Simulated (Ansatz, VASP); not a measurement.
## One calculation of PtC, two programs

The input INCAR:

```
SYSTEM = PtC
PREC = Accurate
ENCUT = 520
EDIFF = 1E-8
ISMEAR = -1
SIGMA = 0.03
LREAL = .False.
LASPH = .True.
NELM = 60
ALGO = Fast
ISIF = 2
LWAVE = .False.
LCHARG = .False.
GGA = PE
LEFG = .True.
NBANDS = 14
```

Contents of KPOINTS:

```
Automatic mesh
0
Gamma
  13 13 13
  0 0 0
```

File POSCAR:

```
PtC
1.0
    0.0000000000      2.1877036099      2.1877036099
    2.1877036099      0.0000000000      2.1877036099
    2.1877036099      2.1877036099      0.0000000000
Pt C
1 1
Direct
    0.0000000000      0.0000000000      0.0000000000
    0.5000000000      0.5000000000      0.5000000000
```

Input for Ansatz:

```yaml
crystal:
  lattice:
    - [0.0, 2.1877036099, 2.1877036099]
    - [2.1877036099, 0.0, 2.1877036099]
    - [2.1877036099, 2.1877036099, 0.0]
  atoms:
    - { symbol: Pt, position: [0.0, 0.0, 0.0] }
    - { symbol: C, position: [0.5, 0.5, 0.5] }
kpoints:
  mp_grid: { grid: [13, 13, 13] }
scf:
  occupations: { method: fermi_dirac, width: 0.03 }
hamiltonian:
  xc: pbe
  pseudopotentials: { kind: all_electron, datasets: crystal }
output:
  forces: true
  stress: true
  eigenvalues: true
  efg: { contact_densities: true }
```

Change from the starting cell: volume scaled by 0.9405, crystal datasets.

Alike in both runs: task electric field gradients; functional PBE; k mesh 13 × 13 × 13; occupations fermi-dirac, width 0.03 eV; no spin polarisation.

|  | VASP | Ansatz |
| --- | --- | --- |
| version | VASP 6.6.1 | Ansatz 0.2.0 |
| potentials or method | VASP PAW PBE potentials, release 64 (Pt, C) | all-electron PAW with datasets made for the crystal, scalar-relativistic |
| plane-wave cutoff (eV) | 520 | see its input |

Ansatz gave:

* pressure (GPa): 18.5
* Vzz of the field gradient on the site that differs most (V/Å²): 0.0

**Question.** Estimate VASP's values.

**Answer.** Pressure (GPa): 18.6; Vzz of the field gradient on the site that differs most (V/Å²): 0.0.

Ansatz ran all-electron here, so the differences hold the error of VASP's frozen core and of both bases. Ansatz warned: «gradients_without_spin_orbit».

Caveats: so large a pressure means that the cell lies far from this level's equilibrium, or that cutoff or potentials fall short (VASP). The runs have no spin-orbit coupling, so splittings on Pt are missing.
